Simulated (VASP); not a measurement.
Method: optB86b-vdW, VASP's PBE PAW potentials (set 64) (plane waves; VASP 6.6.1).

VASP ran on this input.

### INCAR
```
! general
SYSTEM   = SrTiO3
PREC     = Accurate
ENCUT    = 520   ! plane-wave cut-off (eV)
LREAL    = .False.   ! projection in real space or not
LASPH    = .True.

! electronic loop
EDIFF    = 1E-7   ! SCF stop (eV)
NELM     = 100   ! most electronic steps
ALGO     = Normal
LMAXMIX  = 4   ! l cut-off of mixed one-centre charges

! smearing
ISMEAR   = 0   ! Gaussian
SIGMA    = 0.05   ! width (eV)

! functional
GGA      = MK
LUSE_VDW = .True.
AGGAC    = 0.0
PARAM1   = 0.1234
PARAM2   = 1.0

! ions
ISIF     = 2   ! forces and stress, cell fixed

! output
LWAVE    = .False.
LCHARG   = .False.
```

**POSCAR**
```
SrTiO3
1.0
  3.9537573118   0.0000000000   0.0000000000
  0.0000000000   3.9537573118   0.0000000000
  0.0000000000   0.0000000000   3.9537573118
Sr Ti O
1 1 3
direct
  0.0000000000   0.0000000000   0.0000000000
  0.5000000000   0.5000000000   0.5000000000
  0.5000000000   0.0000000000   0.5000000000
  0.0000000000   0.5000000000   0.5000000000
  0.5000000000   0.5000000000   0.0000000000
```

File KPOINTS:
```
Automatic mesh
0
Gamma
6 6 6
0 0 0
```

POTCAR, in this order: Sr_sv Ti_sv O (PBE.64 set). Program: vasp_std.

The run wrote:

### OSZICAR
```
       N       E                     dE             d eps       ncg     rms          rms(c)
DAV:   1     0.459895820774E+03    0.45990E+03   -0.21989E+04   960   0.183E+03
DAV:   2     0.573906259261E+01   -0.45416E+03   -0.44801E+03  1192   0.489E+02
DAV:   3    -0.393332217283E+02   -0.45072E+02   -0.43879E+02  1368   0.147E+02
DAV:   4    -0.413859865205E+02   -0.20528E+01   -0.20517E+01  1376   0.288E+01
DAV:   5    -0.414502111805E+02   -0.64225E-01   -0.64222E-01  1376   0.399E+00    0.260E+01
DAV:   6    -0.311614555432E+02    0.10289E+02   -0.68725E+01  1480   0.737E+01    0.159E+01
DAV:   7    -0.311290882640E+02    0.32367E-01   -0.10039E+01  1200   0.246E+01    0.102E+01
DAV:   8    -0.311147384790E+02    0.14350E-01   -0.22821E+00  1232   0.158E+01    0.316E+00
DAV:   9    -0.310191894364E+02    0.95549E-01   -0.53050E-01  1184   0.699E+00    0.955E-01
DAV:  10    -0.310221328949E+02   -0.29435E-02   -0.10847E-01  1320   0.241E+00    0.851E-01
DAV:  11    -0.310147335923E+02    0.73993E-02   -0.79535E-02  1416   0.235E+00    0.268E-01
DAV:  12    -0.310140683143E+02    0.66528E-03   -0.33882E-03  1176   0.622E-01    0.139E-01
DAV:  13    -0.310138534329E+02    0.21488E-03   -0.11478E-03  1336   0.280E-01    0.654E-02
DAV:  14    -0.310138554551E+02   -0.20222E-05   -0.13423E-04  1400   0.856E-02    0.227E-02
DAV:  15    -0.310138542186E+02    0.12365E-05   -0.78084E-06  1464   0.211E-02    0.164E-02
DAV:  16    -0.310138525100E+02    0.17086E-05   -0.50127E-06  1296   0.259E-02    0.400E-03
DAV:  17    -0.310138523302E+02    0.17981E-06   -0.21625E-06  1360   0.175E-02    0.289E-03
DAV:  18    -0.310138522899E+02    0.40299E-07   -0.27696E-07   856   0.444E-03
   1 F= -.31013852E+02 E0= -.31013852E+02  d E =-.276211E-28
```

File OUTCAR:
```
------------------------ aborting loop because EDIFF is reached ----------------------------------------
  FORCE on cell =-STRESS in cart. coord.  units (eV):
  Direction    XX          YY          ZZ          XY          YZ          ZX
  --------------------------------------------------------------------------------------
  Total       -1.9306417     -1.9306417     -1.9306417      0.0000000      0.0000000     -0.0000000
  in kB      -50.0474836    -50.0474836    -50.0474836      0.0000000      0.0000000     -0.0000000
  external PRESSURE =     -50.0474836 kB  Pullay stress =       0.0000000 kB
  volume of cell :       61.81
      direct lattice vectors                 reciprocal lattice vectors
     3.953757312  0.000000000  0.000000000     0.252923971  0.000000000  0.000000000
     0.000000000  3.953757312  0.000000000     0.000000000  0.252923971  0.000000000
     0.000000000  0.000000000  3.953757312     0.000000000  0.000000000  0.252923971
 POSITION                                       TOTAL-FORCE (eV/Angst)
 -----------------------------------------------------------------------------------
      0.00000      0.00000      0.00000         0.000000      0.000000      0.000000
      1.97688      1.97688      1.97688         0.000000      0.000000      0.000000
      1.97688      0.00000      1.97688         0.000000      0.000000      0.000000
      0.00000      1.97688      1.97688         0.000000      0.000000      0.000000
      1.97688      1.97688      0.00000         0.000000      0.000000      0.000000
 -----------------------------------------------------------------------------------
    total drift:                                0.000000      0.000000     -0.000000
  FREE ENERGIE OF THE ION-ELECTRON SYSTEM (eV)
  ---------------------------------------------------
  free  energy   TOTEN  =       -31.0138522899 eV

  energy  without entropy=      -31.0138522899  energy(sigma->0) =      -31.01385229
```
(Selected blocks of OUTCAR.)

File OUTCAR:
```
 val. band max:        3.7357335025   @ k =   0.5000   0.5000   0.5000

 cond. band min:       5.5120404440   @ k =   0.0000   0.0000   0.0000


 Fermi energy:         4.1162462982

 k-point     1 :       0.0000    0.0000    0.0000
  band No.  band energies     occupation
      1     -52.7203      2.00000
      2     -29.1121      2.00000
      3     -29.0536      2.00000
      4     -29.0536      2.00000
      5     -29.0536      2.00000
      6     -13.4607      2.00000
      7     -12.5103      2.00000
      8     -12.5103      2.00000
      9     -11.1005      2.00000
     10     -11.1005      2.00000
     11     -11.1005      2.00000
     12       0.9523      2.00000
     13       0.9523      2.00000
     14       0.9523      2.00000
     15       2.6232      2.00000
     16       2.6232      2.00000
     17       2.6232      2.00000
     18       3.3639      2.00000
     19       3.3639      2.00000
     20       3.3639      2.00000
     21       5.5120      0.00000
     22       5.5120      0.00000
     23       5.5120      0.00000
     24       7.7712      0.00000

 k-point     2 :       0.1667    0.0000    0.0000
  band No.  band energies     occupation
      1     -52.7200      2.00000
      2     -29.1400      2.00000
      3     -29.0529      2.00000
      4     -29.0529      2.00000
      5     -29.0355      2.00000
      6     -13.4808      2.00000
      7     -12.5172      2.00000
      8     -12.5006      2.00000
      9     -11.0903      2.00000
     10     -11.0903      2.00000
     11     -10.9287      2.00000
     12       0.6198      2.00000
     13       0.9422      2.00000
     14       0.9422      2.00000
     15       2.2984      2.00000
     16       2.2984      2.00000
     17       2.4062      2.00000
     18       2.6427      2.00000
     19       3.2216      2.00000
     20       3.2216      2.00000
     21       5.5483      0.00000
     22       6.0497      0.00000
     23       6.0497      0.00000
     24       7.7745      0.00000
...
```

The compound is SrTiO3 in the cubic perovskite structure, the ideal cubic form; the compound distorts at low or room temperature. This cell is one point of a volume scan, at 1.03 of the reference volume.
